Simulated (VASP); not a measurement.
Output of a VASP run:

File OSZICAR:
```
       N       E                     dE             d eps       ncg     rms          rms(c)
DAV:   1     0.818245710370E+02    0.81825E+02   -0.91827E+03  2322   0.315E+03
DAV:   2    -0.212191142591E+01   -0.83946E+02   -0.81151E+02  2329   0.464E+02
DAV:   3    -0.976698582073E+01   -0.76451E+01   -0.75822E+01  2664   0.890E+01
DAV:   4    -0.990446474624E+01   -0.13748E+00   -0.13738E+00  2452   0.124E+01
DAV:   5    -0.990711194059E+01   -0.26472E-02   -0.26471E-02  2612   0.194E+00    0.289E+00
DAV:   6    -0.987032100641E+01    0.36791E-01   -0.30625E-02  2704   0.378E+00    0.159E+00
DAV:   7    -0.985420075414E+01    0.16120E-01   -0.18806E-02  2694   0.215E+00    0.119E-01
DAV:   8    -0.985371426232E+01    0.48649E-03   -0.12088E-03  2694   0.751E-01    0.755E-02
DAV:   9    -0.985369957638E+01    0.14686E-04   -0.54288E-05  2684   0.147E-01    0.133E-02
DAV:  10    -0.985369975107E+01   -0.17469E-06   -0.33125E-06  2334   0.282E-02
   1 F= -.88840169E+01 E0= -.88838371E+01  d E =-.888402E+01
       N       E                     dE             d eps       ncg     rms          rms(c)
DAV:   1    -0.986204272788E+01   -0.83432E-02   -0.51538E-02  2729   0.531E+00    0.349E-01
DAV:   2    -0.985941438021E+01    0.26283E-02   -0.35840E-03  2644   0.148E+00    0.176E-01
DAV:   3    -0.985857994501E+01    0.83444E-03   -0.12191E-03  2612   0.754E-01    0.371E-02
DAV:   4    -0.985852132749E+01    0.58618E-04   -0.64341E-05  2644   0.165E-01    0.152E-02
DAV:   5    -0.985851709693E+01    0.42306E-05   -0.38221E-06  2139   0.338E-02    0.423E-03
DAV:   6    -0.985851693770E+01    0.15923E-06   -0.34643E-07  1202   0.119E-02
   2 F= -.88841807E+01 E0= -.88840078E+01  d E =-.163773E-03
```

OUTCAR:
```
------------------------ aborting loop because EDIFF is reached ----------------------------------------
  FORCE on cell =-STRESS in cart. coord.  units (eV):
  Direction    XX          YY          ZZ          XY          YZ          ZX
  --------------------------------------------------------------------------------------
  Total        0.9765885      0.9765885      0.9765885      0.0000000     -0.0000000      0.0000000
  in kB       50.1155773     50.1155773     50.1155773      0.0000000     -0.0000000      0.0000000
  external PRESSURE =       0.1155773 kB  Pullay stress =      50.0000000 kB
  volume of cell :       31.22
      direct lattice vectors                 reciprocal lattice vectors
     3.148834345 -0.000000000  0.000000000     0.317577837 -0.000000000 -0.000000000
     0.000000000  3.148834345 -0.000000000     0.000000000  0.317577837  0.000000000
     0.000000000 -0.000000000  3.148834345    -0.000000000  0.000000000  0.317577837
 POSITION                                       TOTAL-FORCE (eV/Angst)
 -----------------------------------------------------------------------------------
      0.00000      0.00000      0.00000        -0.000000     -0.000000      0.000000
      1.57442      1.57442      1.57442         0.000000      0.000000      0.000000
 -----------------------------------------------------------------------------------
    total drift:                                0.000000      0.000000     -0.000000
  FREE ENERGIE OF THE ION-ELECTRON SYSTEM (eV)
  ---------------------------------------------------
  free  energy   TOTEN  =        -9.8585169377 eV

  energy  without entropy=       -9.8579984060  energy(sigma->0) =       -9.85834409
  enthalpy is  TOTEN    =        -8.8841806827 eV   P V=        0.9743362550

 reached required accuracy - stopping structural energy minimisation
```
(Selected blocks of OUTCAR.)

**POSCAR**
```
SiGe
1
    3.1438134164     0.0000000000     0.0000000000
    0.0000000000     3.1438134164     0.0000000000
   -0.0000000000    -0.0000000000     3.1438134164
Si Ge
1 1
Direct
  0.0000000000   0.0000000000   0.0000000000
  0.5000000000   0.5000000000   0.5000000000
```

Task: Write an INCAR and KPOINTS that could have produced this output.

Result: One answer among several that fit: the input of the run itself, PBEsol GGA, plane waves, VASP's PBE PAW potentials (set 64).

### INCAR
```
# general
SYSTEM  = SiGe
PREC    = Accurate
ENCUT   = 500   # plane-wave cut-off (eV)
LREAL   = .False.   # projection in real space or not
LASPH   = .True.   # aspherical one-centre terms

# electronic loop
EDIFF   = 1E-6   # SCF stop (eV)
NELM    = 100   # most electronic steps
ALGO    = Normal
LMAXMIX = 4   # l cut-off of mixed one-centre charges

# smearing
ISMEAR  = 1
SIGMA   = 0.1

# functional
GGA     = PS   # PBEsol

# ions
IBRION  = 2
NSW     = 40   # most ionic steps
ISIF    = 3   # ions, shape and volume
EDIFFG  = -0.02
PSTRESS = 50   # kbar

# output
LWAVE   = .False.
LCHARG  = .False.
```

KPOINTS:
```
Automatic mesh
0
Gamma
12 12 12
0 0 0
```

POTCAR, in this order: Si Ge_d (PBE.64 set). Program: vasp_std.

The structure was generated: SiGe was put into the CsCl type type (Pm-3m), which need not be its known phase. This run relaxes it under an external pressure of 5 GPa. Symmetry was kept, so distortions that lower it aren't found. VASP warned that the highest band is occupied, so more bands are needed.
